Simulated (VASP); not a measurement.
A run of VASP 6.6.1:

File INCAR:

```
SYSTEM = Ag
ALGO     = Normal         ! electronic algorithm
EDIFF    = 1E-7           ! SCF threshold, eV
EDIFFG   = -0.005         ! ionic threshold
ENCUT    = 600            ! plane-wave cutoff, eV
GGA      = PE             ! functional
IBRION   = 2              ! ionic algorithm
ISIF     = 3              ! what is computed and relaxed
ISMEAR   = 1              ! smearing method
IVDW     = 12             ! dispersion correction
LASPH    = .True.         ! aspherical terms in the spheres
LCHARG   = .False.        ! write CHGCAR
LREAL    = .False.        ! projectors in reciprocal space
LWAVE    = .False.        ! write WAVECAR
NELM     = 80             ! most SCF steps
NSW      = 90             ! ionic steps
PREC     = Accurate       ! precision mode
SIGMA    = 0.1            ! smearing width, eV
```

Contents of KPOINTS:

```
k-points
0
Gamma
  16 16 16
  0 0 0
```

POSCAR

```
Ag                                      
1.0
   -0.0000000000      2.0354251235      2.0354251235
    2.0354251235      0.0000000000      2.0354251235
    2.0354251235      2.0354251235     -0.0000000000
  Ag            
     1
Direct
     0.0000000000000000    0.0000000000000000    0.0000000000000000
```

Potentials or basis: VASP PAW PBE potentials, release 64 (Ag).

Command:

```bash
$ cat potpaw_PBE.64/Ag/POTCAR > POTCAR
$ mpirun -np 1 vasp_std > vasp.out
```

Hardware: 1 thread of Intel(R) Xeon(R) Platinum 8375C CPU @ 2.90GHz (Ice Lake) (shared host).

Task: Estimate the wall time of this run.

Result: It took 12 s on 1 thread of Intel(R) Xeon(R) Platinum 8375C CPU @ 2.90GHz (Ice Lake) (shared host), peak memory 0.17 GiB. Counts: scf iterations 12, k points 145, ion steps 1.
